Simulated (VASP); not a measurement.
Given:

```xyz
5
Lattice="3.9145 0.0000 0.0000 0.0000 3.9145 0.0000 0.0000 0.0000 3.9145" Properties=species:S:1:pos:R:3 pbc="T T T"
K      0.0000     0.0000     0.0000
Mg     1.9572     1.9572     1.9572
F      1.9572     0.0000     1.9572
F      0.0000     1.9572     1.9572
F      1.9572     1.9572     0.0000
```

Method: optB88-vdW, VASP's PBE PAW potentials (set 64) (plane waves; VASP 6.6.1). Numerical set-up: 520 eV cut-off, 6×6×6 Γ-centred mesh, Gaussian smearing of 0.050 eV, potentials K_sv Mg F.

Give the stress tensor in GPa (positive for a compressed cell).

```
5.49  0.00  0.00
0.00  5.49  0.00
0.00  0.00  5.49
```
The pressure is its mean diagonal, 5.49 GPa.

The compound is KMgF3 in the cubic perovskite structure. This cell is one point of a volume scan, at 0.94 of the reference volume.
